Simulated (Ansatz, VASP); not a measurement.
GaC2: VASP beside Ansatz

Contents of INCAR:

```
  PREC = Accurate
  ENCUT = 520
  EDIFF = 1E-6
  ISMEAR = 0
  SIGMA = 0.1
  LREAL = F
  LASPH = T
  NELM = 60
  ALGO = Normal
  ISIF = 2
  LWAVE = F
  LCHARG = T
  GGA = PE
  LELF = T
  LVHAR = T
  NBANDS = 30
```

File KPOINTS:

```
regular mesh
0
Gamma
  6 6 4
```

The input POSCAR:

```
GaC2
1.0
    3.1354782063      0.0000000000      0.0000000000
    0.0000000000      3.1354782063      0.0000000000
    0.0000000000      0.0000000000      6.5802069551
Ga C
2 4
Direct
    0.5000000000      0.0000000000      0.2800000000
    0.0000000000      0.5000000000      0.7200000000
    0.0000000000      0.0000000000      0.0000000000
    0.5000000000      0.5000000000      0.0000000000
    0.5000000000      0.0000000000      0.6400000000
    0.0000000000      0.5000000000      0.3600000000
```

Input for Ansatz:

```yaml
crystal:
  lattice:
    - [3.1354782063, 0.0, 0.0]
    - [0.0, 3.1354782063, 0.0]
    - [0.0, 0.0, 6.5802069551]
  atoms:
    - { symbol: Ga, position: [0.5, 0.0, 0.28] }
    - { symbol: Ga, position: [0.0, 0.5, 0.72] }
    - { symbol: C, position: [0.0, 0.0, 0.0] }
    - { symbol: C, position: [0.5, 0.5, 0.0] }
    - { symbol: C, position: [0.5, 0.0, 0.64] }
    - { symbol: C, position: [0.0, 0.5, 0.36] }
basis:
  ecutwfc: 420
kpoints:
  mp_grid: { grid: [6, 6, 4] }
hamiltonian:
  xc: pbe
scf:
  occupations: { method: gaussian, width: 0.1 }
  lower_state_search: "off"
output:
  forces: true
  stress: true
  eigenvalues: true
```

Alike in both runs: task single point; functional PBE; k mesh 6 × 6 × 4; occupations gaussian, width 0.1 eV; no spin polarisation.

|  | VASP | Ansatz |
| --- | --- | --- |
| version | VASP 6.6.1 | Ansatz 0.2.0 |
| potentials or method | VASP PAW PBE potentials, release 64 (Ga_d, C) | scalar-relativistic, plane waves, PAW |
| plane-wave cutoff (eV) | 520 | 420 |
| valence electrons in the cell | 42 | 42 |

|  | VASP | Ansatz | Ansatz less VASP |
| --- | --- | --- | --- |
| gap on the k mesh at the Fermi level (eV) | none | none | - |
| pressure (GPa) | -12.1 | -12.4 | -0.30 |
| largest component of the traceless stress (GPa) | 2.51 | 2.55 | +0.044 |
| rms of the force components (eV/Å) | 0.222 | 0.222 | +0.0004 |

Atom by atom the forces differ by 0.001 eV/Å (rms over components). A gap of «none» marks a metal or a gap that the smearing closes. With one functional, cell and mesh, what is left measures potentials, basis and numerics.
